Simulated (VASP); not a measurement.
Input:

```
CELL_PARAMETERS angstrom
      2.92404     0.00000     0.00000
     -1.46202     2.53229     0.00000
      0.00000     0.00000    16.35107
ATOMIC_POSITIONS crystal
  N  0.00000 0.00000 0.50000
  Ta 0.33333 0.66667 0.57189
  Ta 0.66667 0.33333 0.42811
```

All values below come from LDA (Ceperley-Alder, Perdew-Zunger), VASP's LDA PAW potentials (set 64) (plane waves; VASP). Settings: 400 eV cut-off, 13×13×1 Γ-centred mesh, first-order Methfessel-Paxton smearing of 0.20 eV, potentials N Ta_pv.

At this cut-off the stress carries a Pulay error, which pulls relaxed volumes low. The cell holds a wide vacuum, so values per volume refer to the whole cell.

Task: Give the force on each atom (eV/Å).

Result: 
```
atom     Fx     Fy      Fz
----  -----  -----  ------
N1    0.000  0.000   0.000
Ta2   0.000  0.000   1.366
Ta3   0.000  0.000  -1.366
```

Task: Give the stress tensor in GPa (positive for a compressed cell).

Result: 
```
9.95  0.00  0.00
0.00  9.95  0.00
0.00  0.00  3.58
```
The pressure is its mean diagonal, 7.83 GPa.

The cell is a sheet with vacuum, built from a generated structure.
